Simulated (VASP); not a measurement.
Level of theory: PBE0 hybrid, VASP's PBE PAW potentials (set 64) (plane waves; VASP).

The input files of a VASP run:

**INCAR**
```
SYSTEM = InP
PREC = Accurate
ENCUT = 180
EDIFF = 1E-6
NELM = 100
ALGO = Normal
LREAL = .FALSE.
LASPH = .TRUE.
ISMEAR = 0
SIGMA = 0.02
GGA = PE
AEXX = 0.25
HFRCUT = -1
LHFCALC = .TRUE.
PRECFOCK = Fast
ISYM = 3
LMAXMIX = 4
LWAVE = .FALSE.
LCHARG = .FALSE.
ISIF = 2
```

**KPOINTS**
```
Automatic mesh
0
Gamma
7 7 7
0 0 0
```

POSCAR:
```
InP
1
    0.0000000000     2.9115330000     2.9115330000
    2.9115330000     0.0000000000     2.9115330000
    2.9115330000     2.9115330000     0.0000000000
In P
1 1
Direct
  0.0000000000   0.0000000000   0.0000000000
  0.2500000000   0.2500000000   0.2500000000
```

POTCAR, in this order: In_d P (PBE.64 set). Program: vasp_std.

The resulting files:

**OUTCAR**
```
 ion  position               nearest neighbor table
   1  0.000  0.000  0.000-   2 2.52   2 2.52   2 2.52   2 2.52
   2  0.250  0.250  0.250-   1 2.52   1 2.52   1 2.52   1 2.52
  LATTYP: Found a face centered cubic cell.
 ALAT       =     5.8230660000
 Subroutine PRICEL returns:
 Original cell was already a primitive cell.
 Subroutine GETGRP returns: Found 24 space group operations
The static configuration has the point symmetry T_d .
The dynamic configuration has the point symmetry T_d .
 Subroutine INISYM returns: Found 24 space group operations
 Subroutine IBZKPT returns following result:
 Found     20 irreducible k-points:

 Following reciprocal coordinates:
            Coordinates               Weight
  0.000000  0.000000  0.000000      1.000000
  0.142857  0.000000  0.000000      8.000000
  0.285714  0.000000  0.000000      8.000000
  0.428571  0.000000  0.000000      8.000000
  0.142857  0.142857  0.000000      6.000000
  0.285714  0.142857  0.000000     24.000000
  0.428571  0.142857  0.000000     24.000000
 -0.428571  0.142857  0.000000     24.000000
 -0.285714  0.142857  0.000000     24.000000
 -0.142857  0.142857  0.000000     12.000000
  0.285714  0.285714  0.000000      6.000000
  0.428571  0.285714  0.000000     24.000000
 -0.428571  0.285714  0.000000     24.000000
 -0.285714  0.285714  0.000000     12.000000
  0.428571  0.428571  0.000000      6.000000
 -0.428571  0.428571  0.000000     12.000000
  0.428571  0.285714  0.142857     24.000000
 -0.428571  0.285714  0.142857     48.000000
 -0.428571  0.428571  0.142857     24.000000
 -0.285714  0.428571  0.142857     24.000000
 Subroutine IBZKPT_HF returns following result:
   k-points           NKPTS =     20   k-points in BZ     NKDIM =    343   number of bands    NBANDS=     13
   number of dos      NEDOS =    301   number of ions     NIONS =      2
   total plane-waves  NPLWV =   5832
   dimension x,y,z NGX =    18 NGY =   18 NGZ =   18
   dimension x,y,z NGXF=    36 NGYF=   36 NGZF=   36
   ions per type =               1   1
   PREC   = accura    normal or accurate (medium, high low for compatibility)
   ISTART =      0    job   : 0-new  1-cont  2-samecut
   ICHARG =      2    charge: 1-file 2-atom 10-const
   ISPIN  =      1    spin polarized calculation?
   LNONCOLLINEAR =      F non collinear calculations
   LSORBIT =      F    spin-orbit coupling
   INIWAV =      1    electr: 0-lowe 1-rand  2-diag
   ENCUT  =  180.0 eV  13.23 Ry    3.64 a.u.   4.50  4.50  4.50*2*pi/ulx,y,z
   NELM   =    100;   NELMIN=  2; NELMDL= -5     # of ELM steps
   EDIFF  = 0.1E-05   stopping-criterion for ELM
   LREAL  =      F    real-space projection
   NLSPLINE    = F    spline interpolate recip. space projectors
   LMAXMIX     =    4 max onsite mixed and CHGCAR
   VOSKOWN=      0    Vosko Wilk Nusair interpolation
   EDIFFG = 0.1E-04   stopping-criterion for IOM
   NSW    =      0    number of steps for IOM
   NBLOCK =      1;   KBLOCK =      1    inner block; outer block
   IBRION =     -1    ionic relax: 0-MD 1-quasi-New 2-CG
   NFREE  =      0    steps in history (QN), initial steepest desc. (CG)
   ISIF   =      2    stress and relaxation
   ISYM   =      3    0-nonsym 1-usesym 2-fastsym
   TEIN   =    0.0    initial temperature
   TEBEG  =    0.0;   TEEND  =   0.0 temperature during run
   SMASS  =  -3.00    Nose mass-parameter (am)
   PSTRESS=    0.0 pullay stress
   NELECT =      18.0000    total number of electrons
   EFERMI =   0.00;   METHOD = LEGACY
   ISMEAR =     0;   SIGMA  =   0.02  broadening in eV -4-tet -1-fermi 0-gaus
   IALGO  =     38    algorithm
   LDIAG  =      T    sub-space diagonalisation (order eigenvalues)
   IMIX   =      1    mixing-type and parameters
     AMIX     =   0.40;   BMIX     =  1.00
...
```

### OSZICAR
```
       N       E                     dE             d eps       ncg     rms          rms(c)
DAV:   1    -0.111127473621E+04   -0.11113E+04   -0.55995E+03   549   0.657E+02
DAV:   2    -0.118429270389E+04   -0.73018E+02   -0.72000E+02   635   0.210E+02
DAV:   3    -0.118673531498E+04   -0.24426E+01   -0.24395E+01   625   0.430E+01
DAV:   4    -0.118675775365E+04   -0.22439E-01   -0.22437E-01   650   0.422E+00
DAV:   5    -0.108765643753E+02    0.11759E+04   -0.68137E+00   610   0.405E+01    0.963E+00
DAV:   6    -0.103977438434E+02    0.47882E+00   -0.80743E-01   643   0.971E+00    0.706E+00
DAV:   7    -0.103749425231E+02    0.22801E-01   -0.35578E-01   608   0.514E+00    0.473E+00
DAV:   8    -0.103824643559E+02   -0.75218E-02   -0.44417E-02   625   0.143E+00    0.289E+00
DAV:   9    -0.103786065858E+02    0.38578E-02   -0.20883E-03   626   0.327E-01    0.160E+00
DAV:  10    -0.103772486629E+02    0.13579E-02   -0.17708E-03   575   0.238E-01    0.854E-01
DAV:  11    -0.103771166190E+02    0.13204E-03   -0.64801E-04   595   0.158E-01    0.458E-01
DAV:  12    -0.103771250757E+02   -0.84567E-05   -0.12671E-04   585   0.966E-02    0.263E-01
DAV:  13    -0.103771457929E+02   -0.20717E-04   -0.43956E-05   590   0.582E-02    0.156E-01
DAV:  14    -0.103771656485E+02   -0.19856E-04   -0.19307E-05   595   0.330E-02    0.933E-02
DAV:  15    -0.103771790838E+02   -0.13435E-04   -0.76998E-06   600   0.180E-02    0.559E-02
DAV:  16    -0.103771868015E+02   -0.77177E-05   -0.31120E-06   595   0.109E-02    0.337E-02
DAV:  17    -0.103771909483E+02   -0.41468E-05   -0.13663E-06   553   0.725E-03    0.205E-02
DAV:  18    -0.103771931128E+02   -0.21645E-05   -0.62313E-07   430   0.498E-03    0.126E-02
DAV:  19    -0.103771942247E+02   -0.11119E-05   -0.32459E-07   385   0.378E-03    0.794E-03
DAV:  20    -0.103771947920E+02   -0.56735E-06   -0.14598E-07   300   0.252E-03
   1 F= -.10377195E+02 E0= -.10377195E+02  d E =-.889219E-20
```

OUTCAR:
```
------------------------ aborting loop because EDIFF is reached ----------------------------------------
  FORCE on cell =-STRESS in cart. coord.  units (eV):
  Direction    XX          YY          ZZ          XY          YZ          ZX
  --------------------------------------------------------------------------------------
  Total       -9.7383844     -9.7383844     -9.7383844      0.0000000      0.0000000      0.0000000
  in kB     -316.0838799   -316.0838799   -316.0838799      0.0000000      0.0000000      0.0000000
  external PRESSURE =    -316.0838799 kB  Pullay stress =       0.0000000 kB
  volume of cell :       49.36
      direct lattice vectors                 reciprocal lattice vectors
     0.000000000  2.911533000  2.911533000    -0.171730837  0.171730837  0.171730837
     2.911533000  0.000000000  2.911533000     0.171730837 -0.171730837  0.171730837
     2.911533000  2.911533000  0.000000000     0.171730837  0.171730837 -0.171730837
  FREE ENERGIE OF THE ION-ELECTRON SYSTEM (eV)
  ---------------------------------------------------
  free  energy   TOTEN  =       -10.3771947920 eV

  energy  without entropy=      -10.3771947920  energy(sigma->0) =      -10.37719479

  exchange ACFDT corr.  =         0.00000000  see jH, gK, PRB 81, 115126
```
(Selected blocks of OUTCAR.)

At this cut-off the stress carries a Pulay error, which pulls relaxed volumes low.

The structure comes from a computed database's InP entry; how it stands against other phases isn't given here. The cell was not relaxed at this level. The run is one of a series of settings (ENCUT = 180 against the base run), some of them coarse on purpose.
